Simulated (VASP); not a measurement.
Data:

```xyz
2
Lattice="3.9573 -2.1550 0.0000 3.9573 2.1550 0.0000 2.7838 0.0000 3.5433" Properties=species:S:1:pos:R:3 pbc="T T T"
Sb     2.4981     0.0000     0.8274
Sb     8.2004     0.0000     2.7159
```

The numbers are results of PBE GGA with D3 dispersion (zero damping), VASP's PBE PAW potentials (set 64) (plane waves; VASP), not measurements. Numerical set-up: 520 eV cut-off, 9×9×9 Γ-centred mesh, first-order Methfessel-Paxton smearing of 0.10 eV, potentials Sb.

Energy and stress use the plane-wave basis of the starting cell.

### Question
The ions, cell shape and volume are relaxed. Which structure does the run end with?

### Answer

```xyz
2
Lattice="3.9571 -2.1810 -0.0159 3.9571 2.1810 -0.0159 2.7694 0.0000 3.5702" Properties=species:S:1:pos:R:3 pbc="T T T"
Sb     2.5041     0.0000     0.8293
Sb     8.1795     0.0000     2.7090
```
Space group R-3m (166), at a tolerance of 0.03 Å.

### Question
How do energy and volume change from the first to the last step?

### Answer
The energy (σ→0) changes by -5.2 meV/atom and the volume by +2.3 %, in 9 ionic steps.

| step | E(σ→0) (eV) | max force (eV/Å) | pressure (GPa) | volume (Å³) |
|---|---|---|---|---|
| 1 | -8.7850 | 0.197 | 1.70 | 60.43 |
| 2 | -8.7897 | 0.115 | -1.20 | 63.28 |
| 3 | -8.7948 | 0.010 | -0.04 | 62.05 |
| 4 | -8.7948 | 0.006 | -0.07 | 62.08 |
| 5 | -8.7951 | 0.010 | -0.06 | 62.04 |
| 6 | -8.7953 | 0.017 | -0.05 | 61.95 |
| 7 | -8.7953 | 0.015 | 0.02 | 61.84 |
| 8 | -8.7953 | 0.014 | 0.05 | 61.80 |
| 9 | -8.7953 | 0.001 | 0.00 | 61.82 |

The compound is Sb in the a7 structure. This run relaxes it. Symmetry was kept, so distortions that lower it aren't found.
